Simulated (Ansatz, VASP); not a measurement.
## One calculation of Si3As, two programs

```
Si As
1.0
     4.69275    0.00000    0.00000
    -2.34637    4.06404    0.00000
     0.00000    0.00000    4.86035
Si As
3 1
Cartesian
  0.0000 0.0000 2.4302
  0.0000 2.7094 0.0000
  2.3464 1.3547 0.0000
  0.0000 0.0000 0.0000
```

Change from the starting cell: species swapped into the Li3N type (P6/mmm, No. 191).

Alike in both runs: functional PBE; k mesh 6 × 6 × 4; occupations gaussian, width 0.1 eV; no spin polarisation.

Ansatz relaxed the structure, and its values are those at the end. VASP's run is a single point on that final structure, the one shown.

|  | VASP | Ansatz |
| --- | --- | --- |
| version | VASP 6.6.1 | Ansatz 0.2.0 |
| potentials or method | VASP PAW PBE potentials, release 64 (Si, As) | scalar-relativistic, plane waves, PAW |
| plane-wave cutoff (eV) | 520 | 420 |
| valence electrons in the cell | 17 | 27 |

Ansatz gave:

```
gap on the k mesh at the Fermi level (eV) : none
pressure (GPa)                            : 0.2
```

Question: Which values does VASP return?

Answer: gap on the k mesh at the Fermi level (eV): none; pressure (GPa): 0.3.

A gap of «none» marks a metal or a gap that the smearing closes. The two sets of potentials don't hold the same shells in valence.
